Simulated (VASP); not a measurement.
Ru:

```
Ru
1.0
     2.70580    0.00000    0.00000
    -1.35290    2.34329    0.00000
     0.00000    0.00000    4.28190
Ru
2
Direct
  0.33333 0.66667 0.25000
  0.66667 0.33333 0.75000
```

- Program: VASP 6.6.1
- Task: relaxation of cell and atoms
- Functional: RPBE
- Potentials or basis: VASP PAW PBE potentials, release 64 (Ru_pv)
- Cutoff: 600 eV
- k mesh: 15 × 15 × 9
- Occupations: methfessel-paxton, width 0.1 eV
- Spin: no spin polarisation

At the start: pressure 8.8 GPa; volume 13.57 Å³/atom.

Where does the relaxation end?

Over 8 steps the energy falls by 10.1 meV/atom and the volume is 13.95 Å³/atom (+2.8 %); space group P6_3/mmc (No. 194, to 0.05 Å).

Step by step:
```csv
step,energy change (eV),largest force (eV/Å),pressure (GPa),volume (Å³)
1,0.0000,0.0000,8.77,27.15
2,0.1265,0.0000,-19.12,30.17
3,-0.0201,0.0000,-0.18,27.93
4,-0.0201,0.0000,-0.06,27.91
5,-0.0201,0.0000,0.10,27.90
6,-0.0201,0.0000,0.09,27.90
7,-0.0201,0.0000,0.08,27.90
8,-0.0201,0.0000,0.09,27.90
```

Final structure:
```yaml
crystal:
  lattice:
    - [2.73093, 0.00000, 0.00000]
    - [-1.36547, 2.36506, 0.00000]
    - [0.00000, 0.00000, 4.31961]
  atoms:
    - { symbol: Ru, position: [0.33333, 0.66667, 0.25000] }
    - { symbol: Ru, position: [0.66667, 0.33333, 0.75000] }
```

Caveat: the PAW data sets were made with another functional, which shifts forces and pressure a little.
